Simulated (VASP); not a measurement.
The system is Sr2TeO.

```xyz
4
Lattice="4.0636 0.0000 0.0000 -2.0318 3.5192 0.0000 0.0000 0.0000 7.5160" Properties=species:S:1:pos:R:3 pbc="T T T"
Sr    2.0318    1.1731    5.3132
Sr    2.0318    1.1731    2.2028
Te    0.0000    0.0000    0.0000
O     0.0000    2.3461    3.7580
```

The cell was built by a generator and needn't be a form met in nature.

```yaml
Program: VASP 6.6.1
Task: single point
Functional: PBE
Potentials_or_basis: VASP PAW PBE potentials, release 64 (Sr_sv, Te, O)
Cutoff: 520 eV
k_mesh: 8 × 8 × 4
Occupations: fermi-dirac, width 0.05 eV
Spin: no spin polarisation
```

On this cell: pressure 0.2 GPa; largest force 0.008 eV/Å; band gap on the k mesh 0.60 eV, direct.

The same run follows on a disturbed copy (atoms moved at random, drawn with an rms of 0.05 Å):

```
CELL_PARAMETERS angstrom
4.06362 0.00000 0.00000
-2.03181 3.51920 0.00000
0.00000 0.00000 7.51602
ATOMIC_POSITIONS crystal
Sr 0.65813 0.33133 0.70740
Sr 0.66813 0.33630 0.29624
Te 0.99939 0.99635 0.00191
O 0.34297 0.65931 0.49833
```

Task: What does the disturbed cell give?

Result: The energy moves by +0.9 meV/atom; pressure 0.1 GPa; largest force 0.149 eV/Å; band gap on the k mesh 0.53 eV, direct.

Forces on the atoms (eV/Å):
```
Sr   0.023 -0.015  0.145
Sr   0.024 -0.022 -0.145
Te  -0.027  0.028 -0.064
O   -0.020  0.009  0.064
```

Stress tensor (GPa, compression positive):
```
-0.08  0.34 -0.22
 0.34  0.23 -0.12
-0.22 -0.12  0.29
```

Caveats: spin-orbit coupling is left out, which moves the levels of the heavy elements.

A k mesh can miss the band edges.
